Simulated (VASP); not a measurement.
```xyz
2
Lattice="3.2500 0.0000 0.0000 0.0000 3.2500 0.0000 0.0000 0.0000 3.2500" Properties=species:S:1:pos:R:3 pbc="T T T"
In     1.6250     1.6250     1.6250
Pd     0.0000     0.0000     0.0000
```

Computed with PBEsol GGA, VASP's PBE PAW potentials (set 64) (plane waves; VASP). Numerical set-up: PREC = Normal, EDIFF = 1E-5, 400 eV cut-off, 13×13×13 Γ-centred mesh, first-order Methfessel-Paxton smearing of 0.10 eV, potentials In_d Pd.

Unless said otherwise, spin-orbit coupling is left out, though it shifts the bands of the heavy elements here.

**Question.** Predict the energy per atom (σ→0), band gap (on the k-mesh) with the smallest direct gap where there is one.

**Answer.** 
| Property | Value |
|---|---|
| band gap (on the k-mesh) | none (metal, semimetal or under 0.01 eV) |
| energy per atom (σ→0) | -5.000 eV/atom |

Only differences to runs with the same potentials and settings are physical.

The compound is PdIn in the CsCl type structure. The cell was not relaxed at this level. The electron count is odd and the run is not spin-polarised, which forces a metal.
